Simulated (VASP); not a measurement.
Given:

```
CELL_PARAMETERS angstrom
      0.00000     2.52601     2.52601
      2.52601     0.00000     2.52601
      2.52601     2.52601     0.00000
ATOMIC_POSITIONS crystal
  Pb 0.00000 0.00000 0.00000
```

Computed with PBE GGA, VASP's PBE PAW potentials (set 64) (plane waves; VASP). Settings: 480 eV cut-off, 12×12×12 Γ-centred mesh, first-order Methfessel-Paxton smearing of 0.10 eV, potentials Pb_d.

Unless said otherwise, spin-orbit coupling is left out, though it shifts the bands of the heavy elements here.

Problem. Predict the energy per atom (σ→0), band gap (on the k-mesh) with the smallest direct gap where there is one.

Solution. 
```yaml
band gap (on the k-mesh): none (metal, semimetal or under 0.01 eV)
energy per atom (σ→0): -3.552 eV/atom
```

Total energies compare only between runs with the same potentials, cut-off and functional.

The compound is Pb in the fcc structure. This cell was strained or had an atom moved on purpose.
